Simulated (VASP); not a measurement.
The input files of a VASP run:

INCAR:
```
SYSTEM = NiAl
PREC = Accurate
ENCUT = 520
EDIFF = 1E-6
NELM = 100
ALGO = Normal
LREAL = .FALSE.
LASPH = .TRUE.
ISMEAR = 1
SIGMA = 0.1
LMAXMIX = 4
LWAVE = .FALSE.
LCHARG = .FALSE.
IBRION = 2
ISIF = 3
NSW = 60
EDIFFG = -0.01
```

**POSCAR**
```
NiAl
1
    2.8900000000     0.0000000000     0.0000000000
    0.0000000000     2.8900000000     0.0000000000
    0.0000000000     0.0000000000     2.8900000000
Al Ni
1 1
Direct
  0.5000000000   0.5000000000   0.5000000000
  0.0000000000   0.0000000000   0.0000000000
```

### KPOINTS
```
Automatic mesh
0
G
11 11 11
```

POTCAR, in this order: Al Ni (LDA.64 set). Program: vasp_std.

Translate this LDA calculation to Quantum ESPRESSO's pw.x.

One equivalent input (not run):
```
&CONTROL
  calculation = 'vc-relax'
  pseudo_dir = './pseudo'
  outdir = './out'
  tprnfor = .true.
  tstress = .true.
  nstep = 60
  forc_conv_thr = 0.00039
/
&SYSTEM
  ibrav = 0
  nat = 2
  ntyp = 2
  ecutwfc = 98
  occupations = 'smearing'
  smearing = 'methfessel-paxton'
  degauss = 0.00735
  input_dft = 'pz'
/
&ELECTRONS
  conv_thr = 7.3e-08
  electron_maxstep = 100
/
&IONS
/
&CELL
/
ATOMIC_SPECIES
  Al 26.982 Al.upf
  Ni 58.693 Ni.upf
CELL_PARAMETERS angstrom
     2.8900000    0.0000000    0.0000000
     0.0000000    2.8900000    0.0000000
     0.0000000    0.0000000    2.8900000
ATOMIC_POSITIONS crystal
  Al   0.5000000  0.5000000  0.5000000
  Ni   0.0000000  0.0000000  0.0000000
K_POINTS automatic
  11 11 11 0 0 0
```
The two are equivalent in intent, not identical: the potentials are each code's own (VASP's PAW set, PseudoDojo norm-conserving files in pw.x), so ENCUT and ecutwfc are chosen apart and not converted; conv_thr bounds pw.x's estimated SCF error, while EDIFF bounds the energy change between steps; forc_conv_thr acts on force components and is met together with etot_conv_thr.

The compound is NiAl in the CsCl type structure. This run relaxes it. Symmetry was kept, so distortions that lower it aren't found.
